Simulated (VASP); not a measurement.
Input:

```yaml
crystal:
  lattice:
    - [0.00000, 2.29080, 2.29080]
    - [2.29080, 0.00000, 2.29080]
    - [2.29080, 2.29080, 0.00000]
  atoms:
    - { symbol: Nb, position: [0.00000, 0.00000, 0.00000] }
    - { symbol: C, position: [0.50000, 0.50000, 0.50000] }
```

Calculation: PBEsol GGA, VASP's PBE PAW potentials (set 64) (plane waves; VASP 6.6.1). Run with 600 eV cut-off, 14×14×14 Γ-centred mesh, first-order Methfessel-Paxton smearing of 0.10 eV, potentials Nb_sv C.

Estimate the energy per atom (σ→0), pressure, band gap (on the k-mesh) with the smallest direct gap where there is one.

```
Property                                                     Value
------------------------  ----------------------------------------
band gap (on the k-mesh)  none (metal, semimetal or under 0.01 eV)
energy per atom (σ→0)                      -1046.8 kJ/mol of atoms
pressure                                                -23.66 GPa
```

Only differences to runs with the same potentials and settings are physical.

The compound is NbC in the rock salt structure. This cell was strained or had an atom moved on purpose. The electron count is odd and the run is not spin-polarised, which forces a metal.
